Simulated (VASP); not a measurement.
Here is the system:

```xyz
3
Lattice="1.8143 -3.1425 0.0000 1.8143 3.1425 0.0000 0.0000 0.0000 5.7634" Properties=species:S:1:pos:R:3 pbc="T T T"
Zr     1.8143     3.1425     0.0000
S      1.8143     1.0475     1.4365
S      1.8143    -1.0475     4.3269
```

These are PBE GGA with D3 dispersion (zero damping), VASP's PBE PAW potentials (set 64) (plane waves; VASP 6.6.1) values and carry that method's errors. Numerical set-up: 520 eV cut-off, 7×7×4 Γ-centred mesh, Gaussian smearing of 0.050 eV, potentials Zr_sv S.

The ions and cell shape at fixed volume are relaxed. Which structure does the run end with?

```xyz
3
Lattice="1.8217 -3.1552 0.0000 1.8217 3.1552 0.0000 0.0000 0.0000 5.7172" Properties=species:S:1:pos:R:3 pbc="T T T"
Zr     0.0000     0.0000     0.0000
S      1.8217     1.0517     1.4565
S      1.8217    -1.0517     4.2606
```
Space group P-3m1 (164), at a tolerance of 0.03 Å.

How much energy does the relaxation gain?

The energy (σ→0) changes by -3.8 meV/atom, in 5 ionic steps.

The compound is ZrS2 in the 1T layered structure. This cell is one point of a volume scan, at 0.97 of the reference volume. Symmetry was kept, so distortions that lower it aren't found.
